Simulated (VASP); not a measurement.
Computed with LDA (Ceperley-Alder, Perdew-Zunger), VASP's LDA PAW potentials (set 64) (plane waves; VASP).

VASP input:

File KPOINTS:
```
Automatic mesh
0
Gamma
11 11 11
0 0 0
```

INCAR:
```
SYSTEM = HgTe
PREC = Accurate
ENCUT = 400
EDIFF = 1E-7
NELM = 100
ALGO = Normal
LREAL = .FALSE.
LASPH = .TRUE.
ISMEAR = -5
LMAXMIX = 6
LWAVE = .FALSE.
LCHARG = .TRUE.
LORBIT = 11
NEDOS = 601
ISIF = 2
```

POSCAR:
```
HgTe
1
    0.0000000000     3.2241344810     3.2241344810
    3.2241344810     0.0000000000     3.2241344810
    3.2241344810     3.2241344810     0.0000000000
Hg Te
1 1
Direct
  0.0000000000   0.0000000000   0.0000000000
  0.2500000000   0.2500000000   0.2500000000
```

POTCAR, in this order: Hg Te (LDA.64 set). Program: vasp_std.

What will the output report for the number of irreducible k-points (NKPTS), number of bands (NBANDS), largest plane-wave count, number of space-group operations, FFT grid (NGX, NGY, NGZ)?

```
Item                                           Value
--------------------------------------  ------------
number of irreducible k-points (NKPTS)            56
number of bands (NBANDS)                          13
largest plane-wave count                        1243
number of space-group operations                  24
FFT grid (NGX, NGY, NGZ)                30 × 30 × 30
```

The compound is HgTe in the zinc blende structure. It was relaxed first.
